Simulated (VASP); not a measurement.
```yaml
crystal:
  lattice:
    - [3.61308, 0.00000, 0.00000]
    - [-1.80654, 3.12902, 0.00000]
    - [0.00000, 0.00000, 6.11917]
  atoms:
    - { symbol: Ga, position: [0.00000, 0.00000, 0.00000] }
    - { symbol: Ga, position: [0.00000, 0.00000, 0.50000] }
    - { symbol: P, position: [0.33333, 0.66667, 0.25000] }
    - { symbol: P, position: [0.66667, 0.33333, 0.75000] }
```

Calculation: PBE GGA, VASP's PBE PAW potentials (set 64) (plane waves; VASP). Run with 400 eV cut-off, Gaussian smearing of 0.050 eV, potentials Ga_d P.

Give the energies of bands 13 to 21 at the high-symmetry points, in eV from the Fermi level.

```json
[
 {"band": "13", "Γ": "-7.89", "M": "-6.62", "K": "-7.75", "A": "-4.59", "L": "-7.11", "H": "-6.80"},
 {"band": "14", "Γ": "-0.24", "M": "-5.14", "K": "-4.35", "A": "-4.59", "L": "-7.11", "H": "-6.80"},
 {"band": "15", "Γ": "-0.14", "M": "-4.42", "K": "-3.33", "A": "0.17", "L": "-1.82", "H": "-4.84"},
 {"band": "16", "Γ": "-0.14", "M": "-4.23", "K": "-3.33", "A": "0.17", "L": "-1.82", "H": "-4.84"},
 {"band": "17", "Γ": "0.36", "M": "-2.47", "K": "-3.31", "A": "0.17", "L": "-1.55", "H": "-0.30"},
 {"band": "18", "Γ": "0.36", "M": "0.18", "K": "-3.06", "A": "0.17", "L": "-1.55", "H": "-0.30"},
 {"band": "19", "Γ": "0.91", "M": "1.39", "K": "-3.06", "A": "2.92", "L": "-0.09", "H": "1.04"},
 {"band": "20", "Γ": "3.15", "M": "1.70", "K": "5.51", "A": "2.92", "L": "-0.09", "H": "1.04"},
 {"band": "21", "Γ": "5.09", "M": "3.02", "K": "6.17", "A": "4.68", "L": "3.50", "H": "2.65"}
]
```

It has no gap at this level: it comes out as a metal or semimetal.

The structure was generated: GaP was put into the NiAs type type (P6_3/mmc), which need not be its known phase. It was relaxed first, which changed the volume by +18 %.
